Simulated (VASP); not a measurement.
Input of a VASP 6.6.1 run:

INCAR

```
ALGO = Fast
CSHIFT = 0.1
EDIFF = 1E-7
ENCUT = 520
GGA = PE
ISIF = 2
ISMEAR = -1
ISPIN = 2
IVDW = 2
LASPH = True
LCHARG = False
LDAU = True
LDAUJ = 0 0.5 0.5
LDAUL = -1 2 2
LDAUPRINT = 1
LDAUTYPE = 2
LDAUU = 0 6.2 3.5
LMAXMIX = 4
LOPTICS = True
LORBIT = 11
LREAL = False
LWAVE = False
MAGMOM = 0 2 -2 2 0
NBANDS = 72
NEDOS = 1000
NELM = 150
NELMDL = -12
NUPDOWN = 3
PREC = Accurate
SIGMA = 0.2
```

The input KPOINTS:

```
k-points
0
Gamma
  6 6 6
```

Contents of POSCAR:

```
RbCo3Ag
1.0
    4.2799835900      0.0000000000      0.0000000000
    0.0000000000      4.2799835900      0.0000000000
    0.0000000000      0.0000000000      4.2799835900
Rb Co Ag
1 3 1
Cartesian
    0.0000000000      0.0000000000      0.0000000000
    2.1399917950      0.0000000000      2.1399917950
    2.1399917950      2.1399917950      0.0000000000
    0.0000000000      2.1399917950      2.1399917950
    2.1399917950      2.1399917950      2.1399917950
```

Potentials or basis: VASP PAW PBE potentials, release 64 (Rb_sv, Co, Ag).

Run with:

```console
$ cat potpaw_PBE.64/Rb_sv/POTCAR potpaw_PBE.64/Co/POTCAR potpaw_PBE.64/Ag/POTCAR > POTCAR
$ mpirun -np 1 vasp_std > vasp.out
```

(1) What does it give for the Hirshfeld charges?

(2) What does it give for the dispersion energy per atom?

(3) Predict the pressure.

## Answers

(1) Rb +0.11; Co -0.02, -0.09; Ag +0.01 e.

(2) -1.182 eV.

(3) 41.0 GPa.

Caveat: a pressure of tens of GPa on the cell as given is suspect, and the run, the potentials or the cell itself is likely at fault; the total moment is fixed, so each spin has its own Fermi level; the U is typed as a test and isn't derived for this compound.
